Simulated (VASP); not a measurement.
Input and output of a VASP PBEsol single-point calculation on LaN (zincblende)

INCAR

```
PREC = Accurate
NBANDS = 15
LELF = .TRUE.
IBRION = -1
NELM = 120
ENCUT = 520
ISIF = 2
ISMEAR = 0
EDIFF = 1E-7
SIGMA = 0.01
LASPH = .TRUE.
LREAL = .FALSE.
NSW = 0
LWAVE = .FALSE.
GGA = PS
LCHARG = .TRUE.
```

KPOINTS

```
KPOINTS created by Atomic Simulation Environment
0
Gamma
8 8 8
0 0 0
```

KPOINTS_OPT

```
special points
6
Reciprocal
0.0000000000 0.0000000000 0.0000000000 1
0.5000000000 0.0000000000 0.5000000000 1
0.5000000000 0.2500000000 0.7500000000 1
0.3750000000 0.3750000000 0.7500000000 1
0.5000000000 0.5000000000 0.5000000000 1
0.6250000000 0.2500000000 0.6250000000 1
```

POSCAR

```
La N
 1.0000000000000000
    -0.0000000000000000    2.8023844609347810    2.8023844609347810
     2.8023844609347810    0.0000000000000000    2.8023844609347810
     2.8023844609347810    2.8023844609347810    0.0000000000000000
 La  N
   1   1
Cartesian
  0.0000000000000000  0.0000000000000000 -0.0000000000000000
  1.4011922304673903  1.4011922304673903  1.4011922304673903
```

VASP ran with the recommended PBE PAW datasets (16 valence electrons in the cell).

Command

```
mpirun -np 1 vasp_std
```

OSZICAR

```
N       E                     dE             d eps       ncg     rms          rms(c)
DAV:   1     0.141512692673E+03    0.14151E+03   -0.59787E+03   886   0.150E+03
DAV:   2     0.417154485801E+01   -0.13734E+03   -0.12057E+03  1075   0.225E+02
DAV:   3    -0.191235464361E+02   -0.23295E+02   -0.22119E+02  1338   0.116E+02
DAV:   4    -0.198611596642E+02   -0.73761E+00   -0.73276E+00  1439   0.195E+01
DAV:   5    -0.199087893751E+02   -0.47630E-01   -0.47616E-01  1233   0.480E+00    0.101E+01
DAV:   6    -0.169078397084E+02    0.30009E+01   -0.28977E+01  1508   0.297E+01    0.579E+00
DAV:   7    -0.165757846215E+02    0.33206E+00   -0.26234E+00  1557   0.131E+01    0.252E+00
DAV:   8    -0.165390682505E+02    0.36716E-01   -0.34746E-01  1532   0.490E+00    0.891E-01
DAV:   9    -0.165296234654E+02    0.94448E-02   -0.52418E-02  1573   0.176E+00    0.415E-01
DAV:  10    -0.165302985711E+02   -0.67511E-03   -0.46501E-03  1516   0.780E-01    0.832E-02
DAV:  11    -0.165302873092E+02    0.11262E-04   -0.87122E-04  1532   0.172E-01    0.500E-02
DAV:  12    -0.165303189668E+02   -0.31658E-04   -0.82853E-05  1278   0.698E-02    0.999E-03
DAV:  13    -0.165303243124E+02   -0.53456E-05   -0.20709E-05  1635   0.294E-02    0.106E-02
DAV:  14    -0.165303250054E+02   -0.69297E-06   -0.50647E-06  1248   0.177E-02    0.395E-03
DAV:  15    -0.165303251085E+02   -0.10314E-06   -0.55443E-06  1633   0.117E-02    0.292E-03
DAV:  16    -0.165303250643E+02    0.44277E-07   -0.90880E-07  1262   0.863E-03
   1 F= -.16530325E+02 E0= -.16530325E+02  d E =-.253998E-11
       N       E                     dE             ncg
DAV:   1     0.134329787042E+04   -0.26217E+04      188
DAV:   2     0.608218219940E+03   -0.73508E+03      218
DAV:   3     0.492765724656E+03   -0.11545E+03      289
DAV:   4     0.489744955133E+03   -0.30208E+01      297
DAV:   5     0.489559108184E+03   -0.18585E+00      256
DAV:   6     0.489541094796E+03   -0.18013E-01      282
DAV:   7     0.489539473415E+03   -0.16214E-02      315
DAV:   8     0.489539412749E+03   -0.60666E-04      288
DAV:   9     0.489539407067E+03   -0.56823E-05      293
DAV:  10     0.489539406396E+03   -0.67043E-06      280
DAV:  11     0.489539406387E+03   -0.93688E-08      181
```

From OUTCAR

```
k-points           NKPTS =     29   k-points in BZ     NKDIM =     29   number of bands    NBANDS=     15

   NELECT =      16.0000    total number of electrons

   dimension x,y,z NGX =    30 NGY =   30 NGZ =   30
   dimension x,y,z NGXF=    60 NGYF=   60 NGZF=   60

  energy-cutoff  :      520.00
  volume of cell :       44.02
      direct lattice vectors                 reciprocal lattice vectors
     0.000000000  2.802384461  2.802384461    -0.178419488  0.178419488  0.178419488
     2.802384461  0.000000000  2.802384461     0.178419488 -0.178419488  0.178419488
     2.802384461  2.802384461  0.000000000     0.178419488  0.178419488 -0.178419488

 k-points in reciprocal lattice and weights: KPOINTS created by Atomic Simulation Env
   0.00000000  0.00000000  0.00000000       0.002
   0.12500000  0.00000000  0.00000000       0.016
   0.25000000  0.00000000  0.00000000       0.016
   0.37500000  0.00000000  0.00000000       0.016
   0.50000000  0.00000000  0.00000000       0.008
   0.12500000  0.12500000  0.00000000       0.012
   0.25000000  0.12500000  0.00000000       0.047
   0.37500000  0.12500000  0.00000000       0.047
   ...

 E-fermi :   5.9600

 k-point     1 :       0.0000    0.0000    0.0000
  band No.  band energies     occupation
      1     -24.9163      2.00000
      2      -8.2639      2.00000
      3      -8.2639      2.00000
      4      -8.2639      2.00000
      5      -5.6066      2.00000
      6       3.9585      2.00000
      7       3.9585      2.00000
      8       3.9585      2.00000
      9       6.9917      0.00000
     10       9.8056      0.00000
     11       9.8056      0.00000
     12       9.8056      0.00000
     13      10.4177      0.00000
     14      10.4177      0.00000
     15      10.4177      0.00000

 k-point     2 :       0.1250    0.0000    0.0000
  band No.  band energies     occupation
      1     -24.8958      2.00000
      2      -8.6344      2.00000
      3      -8.2902      2.00000
      4      -8.2902      2.00000
      5      -5.3028      2.00000
      6       3.9198      2.00000
      7       4.0616      2.00000
      8       4.0616      2.00000
      9       7.4926      0.00000
     10       9.7311      0.00000
     11       9.7311      0.00000
     12       9.7595      0.00000
     13      10.3420      0.00000
     14      10.3420      0.00000
     15      10.4200      0.00000

 k-point     3 :       0.2500    0.0000    0.0000
  band No.  band energies     occupation
      1     -24.8458      2.00000
      2      -9.3097      2.00000
      3      -8.3525      2.00000
      4      -8.3525      2.00000
      5      -4.8247      2.00000
      6       4.1600      2.00000
      7       4.2891      2.00000
      8       4.2891      2.00000
      9       8.2758      0.00000
     10       9.6201      0.00000
     11       9.6201      0.00000
     12       9.7303      0.00000
     13      10.2762      0.00000
     14      10.2762      0.00000
     15      10.4256      0.00000

 k-point     4 :       0.3750    0.0000    0.0000
  band No.  band energies     occupation
      1     -24.7949      2.00000
      2      -9.8379      2.00000
      3      -8.4132      2.00000
      4      -8.4132      2.00000
      5      -4.5404      2.00000
      6       4.4768      2.00000
      7       4.4768      2.00000
      8       4.8276      2.00000
      9       8.4956      0.00000
     10       9.6520      0.00000
     11       9.6520      0.00000
     12       9.7391      0.00000
     13      10.2734      0.00000
     14      10.2734      0.00000
     15      10.4311      0.00000

 k-point     5 :       0.5000    0.0000    0.0000
  band No.  band energies     occupation
      1     -24.7736      2.00000
      2     -10.0317      2.00000
      3      -8.4378      2.00000
      4      -8.4378      2.00000
      5      -4.4592      2.00000
      6       4.5403      2.00000
      7       4.5403      2.00000
      8       5.2827      2.00000
      9       8.4589      0.00000
     10       9.6378      0.00000
     11       9.7038      0.00000
     12       9.7038      0.00000
     13      10.2819      0.00000
     14      10.2819      0.00000
     15      10.4335      0.00000

 k-point     6 :       0.1250    0.1250    0.0000
  band No.  band energies     occupation
      1     -24.8890      2.00000
      2      -8.6825      2.00000
      3      -8.3336      2.00000
      4      -8.3336      2.00000
      5      -5.2059      2.00000
      6       3.7259      2.00000
      7       4.1956      2.00000
      8       4.1956      2.00000
      9       7.6520      0.00000
     10       9.3312      0.00000
     11       9.8806      0.00000
     12       9.8806      0.00000
     13      10.2425      0.00000
     14      10.4335      0.00000
     15      10.4335      0.00000

 k-point     7 :       0.2500    0.1250    0.0000
  band No.  band energies     occupation
      1     -24.8489      2.00000
      2      -9.1931      2.00000
      3      -8.4071      2.00000
      4      -8.4029      2.00000
      5      -4.8020      2.00000
      6       3.7356      2.00000
      7       4.4649      2.00000
      8       4.4656      2.00000
      9       8.3077      0.00000
     10       9.0231      0.00000
     11       9.8699      0.00000
     12       9.9129      0.00000
     13      10.1800      0.00000
     14      10.3727      0.00000
     15      10.4438      0.00000

 k-point     8 :       0.3750    0.1250    0.0000
  band No.  band energies     occupation
      1     -24.7981      2.00000
      2      -9.7115      2.00000
      3      -8.5067      2.00000
      4      -8.4671      2.00000
      5      -4.4654      2.00000
      6       4.0922      2.00000
      7       4.6830      2.00000
      8       4.8214      2.00000
      9       8.5361      0.00000
     10       9.2334      0.00000
     11       9.8100      0.00000
     12       9.8941      0.00000
     13      10.2080      0.00000
     14      10.3202      0.00000
     15      10.4477      0.00000

 k-point     9 :       0.5000    0.1250    0.0000
  band No.  band energies     occupation
      1     -24.7667      2.00000
      2      -9.9837      2.00000
      3      -8.5977      2.00000
      4      -8.4799      2.00000
      5      -4.3163      2.00000
      6       4.4100      2.00000
      7       4.7294      2.00000
      8       5.2365      2.00000
      9       8.4678      0.00000
     10       9.4826      0.00000
     11       9.7495      0.00000
     12       9.8068      0.00000
     13      10.2571      0.00000
     14      10.2906      0.00000
     15      10.4497      0.00000

 k-point    10 :      -0.3750    0.1250    0.0000
  band No.  band energies     occupation
      1     -24.7739      2.00000
      2      -9.9208      2.00000
      3      -8.6209      2.00000
      4      -8.4389      2.00000
      5      -4.3440      2.00000
      6       4.4970      2.00000
      7       4.6163      2.00000
      8       5.0673      2.00000
      9       8.5108      0.00000
     10       9.5816      0.00000
     11       9.6115      0.00000
     12       9.8413      0.00000
     13      10.2468      0.00000
     14      10.2915      0.00000
     15      10.4534      0.00000

 k-point    11 :      -0.2500    0.1250    0.0000
  band No.  band energies     occupation
      1     -24.8151      2.00000
      2      -9.5490      2.00000
      3      -8.5552      2.00000
      4      -8.3665      2.00000
      5      -4.5615      2.00000
      6       4.2222      2.00000
      7       4.3903      2.00000
      8       4.6324      2.00000
      9       8.5553      0.00000
     10       9.4031      0.00000
     11       9.5282      0.00000
     12       9.9577      0.00000
     13      10.1992      0.00000
     14      10.3111      0.00000
     15      10.4600      0.00000

 k-point    12 :      -0.1250    0.1250    0.0000
  band No.  band energies     occupation
      1     -24.8655      2.00000
      2      -9.0200      2.00000
      3      -8.4181      2.00000
      4      -8.3042      2.00000
      5      -4.9596      2.00000
      6       3.9006      2.00000
      7       4.1522      2.00000
      8       4.3592      2.00000
      9       8.0713      0.00000
     10       9.4833      0.00000
     11       9.5375      0.00000
     12       9.9429      0.00000
     13      10.2264      0.00000
     14      10.3391      0.00000
     15      10.4499      0.00000

 k-point    13 :       0.2500    0.2500    0.0000
  band No.  band energies     occupation
      1     -24.8224      2.00000
      2      -9.4029      2.00000
      3      -8.4960      2.00000
      4      -8.4960      2.00000
      5      -4.5730      2.00000
      6       3.4840      2.00000
      7       4.8194      2.00000
      8       4.8194      2.00000
      9       8.2384      0.00000
     10       8.9079      0.00000
     11      10.0237      0.00000
     12      10.0237      0.00000
     13      10.0632      0.00000
     14      10.4654      0.00000
     15      10.4692      0.00000

 ...

  Total       -0.7706021     -0.7706021     -0.7706021      0.0000000      0.0000000      0.0000000
  in kB      -28.0496608    -28.0496608    -28.0496608      0.0000000      0.0000000      0.0000000
  external PRESSURE =     -28.0496608 kB  Pullay stress =       0.0000000 kB

 POSITION                                       TOTAL-FORCE (eV/Angst)
 -----------------------------------------------------------------------------------
      0.00000      0.00000      0.00000        -0.000000      0.000000      0.000000
      1.40119      1.40119      1.40119         0.000000     -0.000000     -0.000000
 -----------------------------------------------------------------------------------
    total drift:                                0.000000      0.000000      0.000000

  FREE ENERGIE OF THE ION-ELECTRON SYSTEM (eV)
  ---------------------------------------------------
  free  energy   TOTEN  =       -16.5303250643 eV

  energy  without entropy=      -16.5303250643  energy(sigma->0) =      -16.53032506
```

| Property | Result |
| --- | --- |
| gap between bands v and c | 1.07 eV |
| least direct gap | 2.17 eV |
| pressure | -2.8 GPa |

Band v is the last that the valence electrons fill when counted band by band, and c is the next.

The run took about 36 s on one core of a shared host (Intel Xeon Platinum 8488C) and held 0.19 GiB at most.
